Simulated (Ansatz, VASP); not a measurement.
# InAs: VASP beside Ansatz, part 2 of 2

One calculation is typed for both programs; each brings its own data sets. How far apart do they land? The cell is taken from a series of runs on this material, whose earlier steps may have relaxed, scaled, displaced or heated it; both programs get it as it stands.

VASP 6.6.1 and Ansatz 0.2.0.

So far. Step 2 (VASP: single point, HSE06, spin-orbit coupling): The k-mesh is coarse for exact exchange; levels may shift by about 0.1 eV on a finer one.

## 3. Ansatz: single point, HSE06, spin-orbit coupling

Level of this step: Ansatz beside VASP: Kohn-Sham DFT, plane waves, HSE06, spin-orbit coupling (Ansatz).

Ansatz runs on its PAW fully relativistic soft_1 files.

The same cell, functional, mesh and smearing now go to Ansatz, which takes its cutoff from its data sets.

File input.yaml:

```yaml
crystal:
  lattice:
    - [0.0, 3.018, 3.018]
    - [3.018, 0.0, 3.018]
    - [3.018, 3.018, 0.0]
  atoms:
    - { symbol: In, position: [0.0, 0.0, 0.0] }
    - { symbol: As, position: [0.25, 0.25, 0.25] }
kpoints:
  mp_grid: { grid: [4, 4, 4] }
  band_path:
    path:
      - [0.0, 0.0, 0.0]
      - [-0.5, -0.5, 0.0]
      - [-0.375, -0.375, 0.25]
      - [-0.375, 0.0, 0.375]
      - [0.0, 0.0, 0.5]
      - [-0.5, -0.25, 0.25]
    npoints: 1
hamiltonian:
  xc: hse06
  pseudopotentials: { kind: paw_fr, azcp: { folder: soft_1 } }
scf:
  occupations: { method: fermi_dirac, width: 0.02 }
  n_extra_bands: 8
magnetization:
  noncollinear: true
  spin_orbit: true
output:
  eigenvalues: true
  write_density: true
  write_potential: true
  elf: true
  volumetric_format: npy
```

Launch:

```
$ ansatz run input.yaml --threads 3 --pin off --max-ram 92160MiB --backend cuda --events-out ev --progress --plain --runs-dir out --devices 1 --max-vram 13GiB
```

Numbers of over 12 decimals in the logs are rounded to 6 here.

The program printed:

```text
scf.n_extra_bands = 8 over 28 filled bands (N_el = 28.0): the run solves 36 bands
GPUs: using 1 of 1 available (devices: 1).
Engine: ansatz 0.2.0, x86_64-unknown-linux-gnu
Pseudopotentials: kind: paw_fr
Pseudopotential: In, paw, valence charge 13, recommended cutoff 420 eV (normal), soft_1/In.paw.azcp
Pseudopotential: As, paw, valence charge 15, recommended cutoff 420 eV (normal), soft_1/As.paw.azcp
Functional definition: HSE06
  parameter a = 0.25
  parameter omega = 0.11/bohr
  exchange = pbe_x - a*pbe_x_sr(omega) + a*exact_x_sr(omega)
  correlation = pbe_c
non-collinear run that drives no moment, with spin-orbit: no starting moment large enough to seed its density (crystal.atoms[].spin), no starting occupations that ask for one, no magnetisation constraint and no magnetic field, so the semilocal B_xc is pinned to zero
device memory: the entry about to start is reckoned to put 1.9 GiB on a device that reports 63.7 GiB free (of which the cap on the GPU budget leaves the run 13.0 GiB)
GPU FFT provider: cuFFT
GPU libraries: cuBLAS 13.8.2, cuFFT 12.4.0, cuSOLVER 12.3.4
Crystal: 2 atoms, lattice volume = 54.978 Å³
Basis set: ecut = 420 eV, 1067 PW (Γ)
Bands: 36, of which v1, the nominal top of the filled ones, is band 28 counted from 1 (27 counted from 0)
Symmetry: 24 space group operations + 24 with time reversal
Magnetic group: BNS 216.75 (UNI 1577), of the structure as read, at distance tolerance 3.8e-5 Å
k-points: 8 of 64 (time reversal used)
Projection manifold: j_resolved (fully-relativistic pseudo-atomic orbitals)
Non-local potential: In, projectors of the file, resolved by j, l = 0: 2, l = 1: 4, l = 2: 4, l = 3: 2
Non-local potential: As, projectors of the file, resolved by j, l = 0: 2, l = 1: 4, l = 2: 6, l = 3: 2
PAW form: soft (Blöchl's): semilocal exchange-correlation on the pseudo side does not see the compensation charge
PAW frozen core: In, regenerated for the run's functional, and the local potential with it (the file was generated under x = pbe(κ = 0.804, μ = 0.219515), c = pbe(β = 0.066725))
PAW frozen core: As, regenerated for the run's functional, and the local potential with it (the file was generated under x = pbe(κ = 0.804, μ = 0.219515), c = pbe(β = 0.066725))
PAW one-centre angular grid: In, 590 points (default); XC on 197 of its mesh's 2783 points in the sphere
PAW one-centre angular grid: As, 590 points (default); XC on 191 of its mesh's 2695 points in the sphere
Initial density: superposition of atomic densities (chi_scale 0.1, normalization cell, long waves kept (reshape's long-wave potential 0.00 eV rms))
Initial wavefunctions: pseudopotential atomic-orbital guess
GPU buffer pool allocated for 27000 grid points (all kernels)
GPU transforms: local potential and band sums: pruned to the plane-wave sphere, on 30×30×30
Functional: x = pbe(κ = 0.804, μ = 0.219515), c = pbe(β = 0.066725), warm-up for x = pbe(κ = 0.804, μ = 0.219515) + 0.25 (exact − pbe) at short range (hse, ω = 0.207870 Å⁻¹), c = pbe(β = 0.066725); HSE06 as pw.x's `hse` composes it (authors' and Libxc's form: `xc: wpbeh`)
SCF iter   1: F=—  HF=-10456.459917 eV  |F-HF|=—  |Δ(HF+E_count)|=         —  Δρ=3.08e-2  dr2=4.30e-1  dr2_m=0.00e0 (ungated)  ethr=1.00e-1  |M|=0.00e0 ∫|m|=0.00e0 μB  |m|>n=0.0e0 m-floor=0.0e0 τ_xc=0.0e0  β_m=0.30  ⟨swp⟩=4.5  Hψ=1016  notcnv=0
preconditioner: auto → Kerker (q_TF=auto, 2.438 Å⁻¹)  [metal: Δε(μ)=0.000 eV  Ē_g=14.779 eV  σ=0.020 eV  W_gap=0.00  n_scr=14 (ndim 8)  ℏωp=21.2 eV  f_vac=0.007  D(μ)=0.78/eV (n_scr^D=0)]
spin=Noncollinear: Kerker preconditioning applied to the charge; magnetization (m_x, m_y, m_z) channels mix plain (no charge-response kernel on spin).
SCF iter   2: F=—  HF=-10456.451385 eV  |F-HF|=—  |Δ(HF+E_count)|=   8.53e-3  Δρ=2.42e-2  dr2=2.87e-1  dr2_m=0.00e0 (ungated)  ethr=1.54e-3  |M|=0.00e0 ∫|m|=0.00e0 μB  |m|>n=0.0e0 m-floor=0.0e0 τ_xc=0.0e0  β_m=0.65  ⟨swp⟩=3.4  Hψ=623  notcnv=0
iter 3 solved again at ethr=5.25e-5 eV; its pass at ethr=1.03e-3 eV (dr2=1.47e-2 eV) is discarded
SCF iter   3: F=—  HF=-10456.400562 eV  |F-HF|=—  |Δ(HF+E_count)|=   5.08e-2  Δρ=4.07e-3  dr2=1.39e-2  dr2_m=0.00e0 (ungated)  ethr=5.25e-5  |M|=0.00e0 ∫|m|=0.00e0 μB  |m|>n=0.0e0 m-floor=0.0e0 τ_xc=0.0e0  β_m=0.82  ⟨swp⟩=5.6  Hψ=1431  notcnv=0
SCF iter   4: F=—  HF=-10456.406037 eV  |F-HF|=—  |Δ(HF+E_count)|=   5.47e-3  Δρ=1.66e-3  dr2=3.78e-3  dr2_m=0.00e0 (ungated)  ethr=4.97e-5  |M|=0.00e0 ∫|m|=0.00e0 μB  |m|>n=0.0e0 m-floor=0.0e0 τ_xc=0.0e0  β_m=0.91  ⟨swp⟩=3.0  Hψ=633  notcnv=0
SCF iter   5: F=—  HF=-10456.408199 eV  |F-HF|=—  |Δ(HF+E_count)|=   2.16e-3  Δρ=5.66e-4  dr2=2.05e-4  dr2_m=0.00e0 (ungated)  ethr=1.35e-5  |M|=0.00e0 ∫|m|=0.00e0 μB  |m|>n=0.0e0 m-floor=0.0e0 τ_xc=0.0e0  β_m=0.95  ⟨swp⟩=5.0  Hψ=751  notcnv=0
[...]
SCF iter   8: F=—  HF=-10456.408628 eV  |F-HF|=—  |Δ(HF+E_count)|=   3.71e-6  Δρ=3.52e-5  dr2=4.23e-7  dr2_m=0.00e0 (ungated)  ethr=1.08e-8  |M|=0.00e0 ∫|m|=0.00e0 μB  |m|>n=0.0e0 m-floor=0.0e0 τ_xc=0.0e0  β_m=0.89  ⟨swp⟩=4.2  Hψ=768  notcnv=0
SCF iter   9: F=—  HF=-10456.408630 eV  |F-HF|=—  |Δ(HF+E_count)|=   1.76e-6  Δρ=6.02e-6  dr2=2.70e-8  dr2_m=0.00e0 (ungated)  ethr=1.51e-9  |M|=0.00e0 ∫|m|=0.00e0 μB  |m|>n=0.0e0 m-floor=0.0e0 τ_xc=0.0e0  β_m=0.94  ⟨swp⟩=3.5  Hψ=587  notcnv=0
[...]
Frozen-core exchange: fock
iter 1 solved again at ethr=3.22e-5 eV; its pass at ethr=1.00e-1 eV (dr2=9.02e-3 eV) is discarded
SCF iter   1: F=—  HF=-10456.930370 eV  |F-HF|=—  |Δ(HF+E_count)|=         —  Δρ=5.85e-3  dr2=1.11e-2  dr2_m=0.00e0 (ungated)  ethr=3.22e-5  |M|=0.00e0 ∫|m|=0.00e0 μB  |m|>n=0.0e0 m-floor=0.0e0 τ_xc=0.0e0  β_m=0.30  ⟨swp⟩=5.0  Hψ=1702  notcnv=0
preconditioner: auto → none  [insulator: Δε(μ)=0.310 eV  Ē_g=16.695 eV  σ=0.020 eV  W_gap=1.00  n_scr=14 (ndim 8)  ℏωp=21.2 eV  f_vac=0.103  D(μ)=0.00/eV (n_scr^D=0)]
SCF iter   2: F=—  HF=-10456.935301 eV  |F-HF|=—  |Δ(HF+E_count)|=   4.93e-3  Δρ=4.43e-3  dr2=5.24e-3  dr2_m=0.00e0 (ungated)  ethr=3.22e-5  |M|=0.00e0 ∫|m|=0.00e0 μB  |m|>n=0.0e0 m-floor=0.0e0 τ_xc=0.0e0  β_m=0.48  ⟨swp⟩=4.2  Hψ=750  notcnv=0
SCF iter   3: F=—  HF=-10456.933534 eV  |F-HF|=—  |Δ(HF+E_count)|=   1.77e-3  Δρ=1.03e-3  dr2=4.87e-4  dr2_m=0.00e0 (ungated)  ethr=1.86e-5  |M|=0.00e0 ∫|m|=0.00e0 μB  |m|>n=0.0e0 m-floor=0.0e0 τ_xc=0.0e0  β_m=0.55  ⟨swp⟩=4.2  Hψ=927  notcnv=0
SCF iter   4: F=—  HF=-10456.933264 eV  |F-HF|=—  |Δ(HF+E_count)|=   2.70e-4  Δρ=5.37e-4  dr2=7.74e-5  dr2_m=0.00e0 (ungated)  ethr=1.63e-6  |M|=0.00e0 ∫|m|=0.00e0 μB  |m|>n=0.0e0 m-floor=0.0e0 τ_xc=0.0e0  β_m=0.58  ⟨swp⟩=4.1  Hψ=853  notcnv=0
SCF iter   5: F=-10456.933243 eV  HF=-10456.933248 eV  |F-HF|=5.53e-6  |Δ(HF+E_count)|=   1.62e-5  Δρ=1.49e-4  dr2=7.20e-6  dr2_m=0.00e0 (ungated)  ethr=2.72e-7  |M|=0.00e0 ∫|m|=0.00e0 μB  |m|>n=0.0e0 m-floor=0.0e0 τ_xc=0.0e0  ⟨swp⟩=3.4  Hψ=604  notcnv=0
SCF 2 stopped early in 5 iterations: F = -10456.933243 eV  dr2 = 7.20e-6
hybrid outer 1: dexx = +1.263e-2 eV, tail = 6.84e-5 eV
GPU FFT provider: cuFFT
GPU libraries: cuBLAS 13.8.2, cuFFT 12.4.0, cuSOLVER 12.3.4
Projection manifold: j_resolved (fully-relativistic pseudo-atomic orbitals)
GPU buffer pool allocated for 27000 grid points (all kernels)
GPU transforms: local potential and band sums: pruned to the plane-wave sphere, on 30×30×30
Exchange kernel: α = 0.2500, screened, ω = 0.2079 Å⁻¹, Wigner–Seitz truncation, v(0) = 1034.5971 eV·Å³, q-mesh 4×4×4, nearest image of the exchange supercell L = 17.07 Å, pair-density grid 24×24×24, without the augmentation charges, whose exchange is taken in its separable form by FFT convolution over the k-point mesh (In's pseudopotential file has no solved pseudo-atom that serves an estimate to size it by: one that folds nothing), smooth part of the exact exchange by density-matrix convolution in up to 2.14 GiB of GPU memory as planned if the GPU has room (build and FFT work areas not counted)
Frozen-core exchange: fock
SCF iter   1: F=—  HF=-10456.933506 eV  |F-HF|=—  |Δ(HF+E_count)|=         —  Δρ=7.72e-5  dr2=1.37e-6  dr2_m=0.00e0 (ungated)  ethr=1.22e-6  |M|=0.00e0 ∫|m|=0.00e0 μB  |m|>n=0.0e0 m-floor=0.0e0 τ_xc=0.0e0  β_m=0.30  ⟨swp⟩=3.8  Hψ=610  notcnv=0
preconditioner: auto → none  [insulator: Δε(μ)=0.490 eV  Ē_g=16.685 eV  σ=0.020 eV  W_gap=1.00  n_scr=14 (ndim 8)  ℏωp=21.2 eV  f_vac=0.104  D(μ)=0.00/eV (n_scr^D=0)]
SCF iter   2: F=—  HF=-10456.933508 eV  |F-HF|=—  |Δ(HF+E_count)|=   1.53e-6  Δρ=6.48e-5  dr2=1.01e-6  dr2_m=0.00e0 (ungated)  ethr=4.44e-9  |M|=0.00e0 ∫|m|=0.00e0 μB  |m|>n=0.0e0 m-floor=0.0e0 τ_xc=0.0e0  β_m=0.60  ⟨swp⟩=4.4  Hψ=984  notcnv=0
iter 3 solved again at ethr=1.89e-10 eV; its pass at ethr=3.54e-9 eV (dr2=5.28e-8 eV) is discarded
SCF iter   3: F=-10456.933507 eV  HF=-10456.933508 eV  |F-HF|=2.86e-8  |Δ(HF+E_count)|=   3.74e-7  Δρ=1.45e-5  dr2=6.59e-8  dr2_m=0.00e0 (ungated)  ethr=1.89e-10  |M|=0.00e0 ∫|m|=0.00e0 μB  |m|>n=0.0e0 m-floor=0.0e0 τ_xc=0.0e0  ⟨swp⟩=3.6  Hψ=1270  notcnv=0  defer=2
SCF 3 converged in 3 iterations: F = -10456.933507 eV  dr2 = 6.59e-8
hybrid outer 2: dexx = +1.001e-6 eV, tail = 3.03e-7 eV, Δε = 8.24e-3 eV (about 9.44e-4 eV left of the loop's levels)
device memory: the entry about to start is reckoned to put 0.7 GiB on a device that reports 59.8 GiB free (of which the cap on the GPU budget leaves the run 13.0 GiB)
NSCF: frozen V_eff on 6 k-points
hybrid SCF converged: 2 outer / 8 inner (+11 warm-up), last move |dexx| = 1.00e-6 eV, tail = 3.03e-7 eV
Magnetization: |M| = 0.0000 μB,  M = (+0.0000, +0.0000, +0.0000) μB
Absolute magnetization: 0.0000 μB (∫|m|)
  site 0: m = (+0.0000, +0.0000, +0.0000) μB, |m| = 0.0000 μB  (R = 1.08 Å)
  site 1: m = (+0.0000, +0.0000, +0.0000) μB, |m| = 0.0000 μB  (R = 1.08 Å)
Free energy (F): -10456.933508 eV
Frozen-core exchange: fock
Harris-Foulkes:  -10456.933508 eV  (|F-HF|=2.86e-8)
Internal energy: -10456.933507 eV  (E = F + TS)
E sigma→0 (E₀):  -10456.933507 eV
Entropy (-TS):   -0.000000 eV (-0.000 meV/atom)
Fermi energy:    7.751071 eV
--- Per-component energies (eV) ---
  E_band       = -380.137297
  E_kinetic    = 317.152346
  E_local      = -3470.586636  (includes V_loc(G=0)·N_el)
  E_nonlocal   = -68.152790
  E_hartree    = 1732.142303
  E_xc         = -171.243379
  E_vxc        = -130.946615  (∫ρ·V_xc dr)
  E_exx        = -93.660800  (= α·E_x^exact, valence–valence)
  E_paw        = -6174.538220  (= ΣΔE_a)
  E_vpaw       = -304.561657  (= ΣTr[D̂ρ^β])
  E_aug_tail   = 0.000159  (compensation charges beyond the density's cutoff)
  E_ewald      = -2527.799418
  E_core_change = -0.247073  (= ΣΔE_core)
  E_smearing   = -0.000000  (= −TS)
  E_closure    = 0.000000  (closes the sum)
  Σ components = -10456.933508   (vs F -10456.933508, Δ=0.00e0)
--- Band table (eV; the first three rows and the last of 8) ---
  k-point 0: bands = [... 24 lower, 7.4989, 7.4989, 7.4989, 7.4989, 7.9893, 7.9893, 11.7191, 11.7191, ... 4 higher]
  k-point 1: bands = [... 24 lower, 6.6147, 6.6147, 6.8786, 6.8911, 9.3660, 9.3660, 12.6609, 12.6609, ... 4 higher]
  k-point 2: bands = [... 24 lower, 6.1471, 6.1471, 6.4252, 6.4252, 9.0596, 9.0596, 12.7378, 12.7378, ... 4 higher]
  k-point 7: bands = [... 24 lower, 4.0850, 4.1805, 4.1985, 4.3260, 12.3276, 12.3685, 12.5126, 12.6277, ... 4 higher]
```

In the SCF lines HF is the Harris–Foulkes energy and dr2 the Hartree energy of the density residual, in eV; the loop may stop once dr2 is under the threshold and the program's other checks hold. Hψ counts applications of the Hamiltonian.

## 4. Side by side

Known differences besides the potentials themselves: spin-orbit coupling enters by fully relativistic files in Ansatz and inside the spheres in VASP; exact exchange at q = 0 is treated differently, which shows on coarse meshes; VASP keeps PBE cores, Ansatz makes them for the functional; the data sets hold 28 valence electrons in Ansatz (on its PAW fully relativistic soft_1 files) and 18 in VASP; the cutoff is 420 eV in Ansatz and 400 eV in VASP; VASP takes a coarser grid for exact exchange (PRECFOCK = Fast). Total energies have different zeros and are not compared.

Compared:

```csv
quantity,Ansatz,VASP,difference
gap on the k mesh (eV),0.490,0.493,-0.002
```

A gap on the mesh is an upper bound, since the band edges may lie between its points.

## 5. Summary of results

```
difference in gap on the k mesh (single point, HSE06, spin-orbit coupling) : -0.0023 eV
```

**Reading.** The difference in gap on the k mesh is -0.0023 eV (single point, HSE06, spin-orbit coupling), within the 0.08 eV picked in this series as the mark of a large difference. The data sets hold unlike numbers of valence electrons (28 in Ansatz and 18 in VASP), so part of the differences may come from the potentials. How closely two codes agree says nothing of how well the functional describes the real material.

[Lines on the potential files, build, host, timing and source positions are cut from VASP's logs without a mark.]

[Logs are printed without paths, hosts, clocks, repeated set-up lines and the standing remarks that a program may print on its own settings, such as how far it seeks lower states.]

[Hosts, paths, dates, database ids (printed as entryN), source tags and the programs' standing remarks are cut or masked in the printed files.]
